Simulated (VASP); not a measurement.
Wanted: the native input for a VASP 6.6.1 run.

```
Task                   : single point
Functional             : PBEsol
Potentials or basis    : VASP PAW PBE potentials, release 64 (Pm, Te)
Cutoff                 : 520 eV
k mesh                 : 5 × 5 × 5
Occupations            : gaussian, width 0.05 eV
Spin                   : collinear spin, ferromagnetic start
Starting moments       : [4.0, 0.0] μB
Fixed moment           : 4 μB
Further INCAR settings : ALGO = Normal; EDIFF = 1e-06
```

The structure of PmTe lies in POSCAR:

```
PmTe
1.0
    3.7629149800      0.0000000000      0.0000000000
    0.0000000000      3.7629149800      0.0000000000
    0.0000000000      0.0000000000      3.7629149800
Pm Te
1 1
Direct
    0.0000000000      0.0000000000      0.0000000000
    0.5000000000      0.5000000000      0.5000000000
```

The cell comes from a database or a generator and needn't be the stable form of this composition.

These files were run (other wordings do the same):

INCAR

```
ALGO = Normal ; EDIFF = 1E-6
ENCUT = 520 ; GGA = PS
ISIF = 2 ; ISMEAR = 0
ISPIN = 2 ; LASPH = T
LCHARG = T ; LELF = T
LMAXMIX = 6 ; LORBIT = 11
LREAL = F ; LVHAR = T
LWAVE = F ; MAGMOM = 4 0
NELM = 150 ; NUPDOWN = 4
PREC = Accurate ; SIGMA = 0.05
```

KPOINTS

```
k-points
0
Gamma
  5 5 5
```

Potentials or basis: VASP PAW PBE potentials, release 64 (Pm, Te).

Run with:

```console
$ cat potpaw_PBE.64/Pm/POTCAR potpaw_PBE.64/Te/POTCAR > POTCAR
$ mpirun -np 1 vasp_std > vasp.out
```

Results of the run:

| Quantity | Value |
| --- | --- |
| Pressure | 3.1 GPa |
| Net moment | 4.00 μB per cell |
| Site moments | Pm +4.17; Te -0.08 μB |
| Valence electrons inside the program's atomic spheres | Pm 12.40; Te 3.50 |

Caveat: the magnetic or orbital state may not be the lowest; the PAW data sets were made with another functional, which shifts forces and pressure a little; the total moment is fixed, so each spin has its own Fermi level.

Wall time 45 s on 1 thread of Intel(R) Xeon(R) Platinum 8259CL CPU @ 2.50GHz (Skylake/Cascade Lake), on a shared host, peak memory 0.19 GiB.
